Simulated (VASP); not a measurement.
```
CELL_PARAMETERS angstrom
      1.60958    -2.78787     0.00000
      1.60958     2.78787     0.00000
      0.00000     0.00000     5.23962
ATOMIC_POSITIONS crystal
  Ga 0.66667 0.33333 0.50004
  Ga 0.33333 0.66667 0.00004
  N  0.66667 0.33333 0.87696
  N  0.33333 0.66667 0.37696
```

The numbers are results of PBE GGA, VASP's PBE PAW potentials (set 64) (plane waves; VASP), not measurements. Run with 520 eV cut-off, 6×6×4 Γ-centred mesh, Gaussian smearing of 0.050 eV, potentials Ga_d N.

Task: Estimate the energy per atom (σ→0), band gap (on the k-mesh) with the smallest direct gap where there is one.

Result: 
```yaml
band gap (on the k-mesh): 1.72 eV
smallest direct gap (on the k-mesh): 1.72 eV
energy per atom (σ→0): -6081 meV/atom
```

The compound is GaN in the wurtzite structure. It was relaxed first.
